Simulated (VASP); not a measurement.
Data:

```xyz
4
Lattice="3.5398 0.0000 0.0000 0.0000 3.5398 0.0000 0.0000 0.0000 3.5398" Properties=species:S:1:pos:R:3 pbc="T T T"
Ta     0.0000     0.0000     0.0000
Co     0.0000     1.7699     1.7699
Co     1.7699     0.0000     1.7699
Co     1.7699     1.7699     0.0000
```

These are PBEsol GGA, VASP's PBE PAW potentials (set 64) (plane waves; VASP) values and carry that method's errors. Settings: 300 eV cut-off, 9×9×9 Γ-centred mesh, Fermi-Dirac smearing of 0.10 eV, potentials Ta_pv Co.

At this cut-off the stress carries a Pulay error, which pulls relaxed volumes low. The run has a spin-polarised start.

Question: Give the stress tensor in GPa (positive for a compressed cell).

Answer: 
```
11.97   0.00   0.00
 0.00  11.97   0.00
 0.00   0.00  11.97
```
The pressure is its mean diagonal, 11.97 GPa.

The structure comes from a computed database's TaCo3 entry; how it stands against other phases isn't given here. The cell was not relaxed at this level.
